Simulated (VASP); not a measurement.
Method: r2SCAN+rVV10, VASP's PBE PAW potentials (set 64) (plane waves; VASP 6.6.1).

A VASP calculation is set up with these files.

POSCAR:
```
Ni
1
    0.0000000000     1.7357425476     1.7357425476
    1.7357425476     0.0000000000     1.7357425476
    1.7357425476     1.7357425476     0.0000000000
Ni
1
Direct
  0.0000000000   0.0000000000   0.0000000000
```

**INCAR**
```
SYSTEM = Ni
PREC = Accurate
ENCUT = 520
EDIFF = 1E-7
NELM = 100
ALGO = Normal
LREAL = .FALSE.
LASPH = .TRUE.
ISMEAR = -5
METAGGA = R2SCAN
LUSE_VDW = .TRUE.
BPARAM = 11.95
CPARAM = 0.0093
LMIXTAU = .TRUE.
LMAXMIX = 4
ISPIN = 2
MAGMOM = 0.8
LORBIT = 11
LWAVE = .FALSE.
LCHARG = .FALSE.
NEDOS = 601
ISIF = 2
```

KPOINTS_OPT:
```
k-points along high-symmetry lines
10
Line-mode
Reciprocal
  0.000000   0.000000   0.000000 ! GAMMA
  0.500000   0.000000   0.500000 ! X

  0.500000   0.000000   0.500000 ! X
  0.625000   0.250000   0.625000 ! U

  0.375000   0.375000   0.750000 ! K
  0.000000   0.000000   0.000000 ! GAMMA

  0.000000   0.000000   0.000000 ! GAMMA
  0.500000   0.500000   0.500000 ! L

  0.500000   0.500000   0.500000 ! L
  0.500000   0.250000   0.750000 ! W

  0.500000   0.250000   0.750000 ! W
  0.500000   0.000000   0.500000 ! X
```

File KPOINTS:
```
Automatic mesh
0
Gamma
20 20 20
0 0 0
```

POTCAR, in this order: Ni (PBE.64 set). Program: vasp_std.

**Question.** Predict the energy per atom (σ→0), cell moment, band gap (over mesh and band path).

**Answer.** 
```yaml
energy per atom (σ→0): -11.703 eV/atom
cell_moment: 0.71 μB
band gap (over mesh and band path): none (metal, semimetal or under 0.01 eV)
```

**OSZICAR**
```
...
DAV:  13    -0.117031557569E+02   -0.19097E-04   -0.23880E-05 11766   0.626E-02    0.135E-02
DAV:  14    -0.117031652969E+02   -0.95400E-05   -0.46807E-06 11094   0.219E-02    0.182E-03
DAV:  15    -0.117031671414E+02   -0.18446E-05   -0.62684E-07  9416   0.706E-03    0.155E-03
DAV:  16    -0.117031666939E+02    0.44750E-06   -0.12695E-07  5124   0.424E-03    0.837E-04
DAV:  17    -0.117031668734E+02   -0.17944E-06   -0.53869E-08  4721   0.256E-03    0.194E-04
DAV:  18    -0.117031669018E+02   -0.28414E-07   -0.22578E-09  4743   0.665E-04
   1 F= -.11703167E+02 E0= -.11703167E+02  d E =0.000000E+00  mag=     0.7138
       N       E                     dE             ncg
```

The compound is Ni in the fcc structure. It was relaxed first.
